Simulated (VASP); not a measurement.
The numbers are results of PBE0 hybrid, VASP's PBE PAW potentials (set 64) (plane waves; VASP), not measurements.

VASP ran on this input.

**POSCAR**
```
HgTe
1
    0.0000000000     3.2243531437     3.2243531437
    3.2243531437     0.0000000000     3.2243531437
    3.2243531437     3.2243531437     0.0000000000
Hg Te
1 1
Direct
  0.0000000000   0.0000000000   0.0000000000
  0.2500000000   0.2500000000   0.2500000000
```

### KPOINTS
```
Automatic mesh
0
Gamma
6 6 6
0 0 0
```

**INCAR**
```
! general
SYSTEM    =  HgTe
PREC      =  Accurate
ENCUT     =  520   ! plane-wave cut-off (eV)
LREAL     =  F   ! projection in real space or not
LASPH     =  T   ! aspherical one-centre terms
ISYM      =  3

! electronic loop
EDIFF     =  1E-6   ! SCF stop (eV)
NELM      =  60   ! most electronic steps
ALGO      =  Normal
LMAXMIX   =  6   ! l cut-off of mixed one-centre charges

! smearing
ISMEAR    =  0   ! Gaussian
SIGMA     =  0.05

! functional
GGA       =  PE   ! PBE
LHFCALC   =  T
AEXX      =  0.25
HFRCUT    =  -1
PRECFOCK  =  Fast

! ions
ISIF      =  2   ! forces and stress, cell fixed

! output
LWAVE     =  F
LCHARG    =  F
```

POTCAR, in this order: Hg Te (PBE.64 set). Program: vasp_std. Read from the step before: WAVECAR.

What will the output report for the number of irreducible k-points (NKPTS), largest plane-wave count, number of space-group operations, FFT grid (NGX, NGY, NGZ)?

The number of irreducible k-points (NKPTS) comes out as 16. The largest plane-wave count comes out as 1821, the number of space-group operations comes out as 24 and the FFT grid (NGX, NGY, NGZ) is 36 × 36 × 36.

The compound is HgTe in the zinc blende structure. This cell is one point of a volume scan, at 0.91 of the reference volume. The cell's shape comes from a PBE relaxation.
